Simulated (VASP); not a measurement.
An input for Quantum ESPRESSO's pw.x (written as the equivalent of a VASP run, and not itself run):

```
&CONTROL
  calculation = 'vc-relax'
  pseudo_dir = './pseudo'
  outdir = './out'
  tprnfor = .true.
  tstress = .true.
  nstep = 40
  forc_conv_thr = 0.00078
/
&SYSTEM
  ibrav = 0
  nat = 3
  ntyp = 2
  ecutwfc = 84
  occupations = 'smearing'
  smearing = 'methfessel-paxton'
  degauss = 0.00735
  input_dft = 'pbesol'
/
&ELECTRONS
  conv_thr = 7.3e-08
  electron_maxstep = 100
/
&IONS
/
&CELL
/
ATOMIC_SPECIES
  Mg 24.305 Mg.upf
  B 10.810 B.upf
CELL_PARAMETERS angstrom
     1.5301900   -2.6503664    0.0000000
     1.5301900    2.6503664    0.0000000
     0.0000000   -0.0000000    3.5102319
ATOMIC_POSITIONS crystal
  Mg   0.0000000  0.0000000  0.0000000
  B    0.3333330  0.6666670  0.5000000
  B    0.6666670  0.3333330  0.5000000
K_POINTS automatic
  11 11 9 0 0 0
```

Problem. Write the VASP files for the same calculation (PBEsol).

Solution. This is not unique; one that fits is 
**KPOINTS**
```
Automatic
0
G
 11 11 9
```

**POSCAR**
```
MgB2
1.0
  1.5301900128  -2.6503663641   0.0000000000
  1.5301900128   2.6503663641   0.0000000000
  0.0000000000   0.0000000000   3.5102318515
Mg B
1 2
Direct
  0.0000000000   0.0000000000   0.0000000000
  0.3333330000   0.6666670000   0.5000000000
  0.6666670000   0.3333330000   0.5000000000
```

INCAR:
```
! general
SYSTEM  =  MgB2
PREC    =  Accurate
ENCUT   =  620
LREAL   =  .FALSE.
LASPH   =  .TRUE.

! electronic loop
EDIFF   =  1E-6
NELM    =  100
ALGO    =  Normal

! smearing
ISMEAR  =  1
SIGMA   =  0.1

! functional
GGA     =  PS

! ions
IBRION  =  2
NSW     =  40
ISIF    =  3
EDIFFG  =  -0.02

! output
LWAVE   =  .FALSE.
LCHARG  =  .FALSE.
```

POTCAR, in this order: Mg B (PBE.64 set). Program: vasp_std.

The two are equivalent in intent, not identical: the potentials are each code's own (VASP's PAW set, PseudoDojo norm-conserving files in pw.x), so ENCUT and ecutwfc are chosen apart and not converted; conv_thr bounds pw.x's estimated SCF error, while EDIFF bounds the energy change between steps; forc_conv_thr acts on force components and is met together with etot_conv_thr.

The compound is MgB2 in the AlB2 type structure. It was relaxed first.
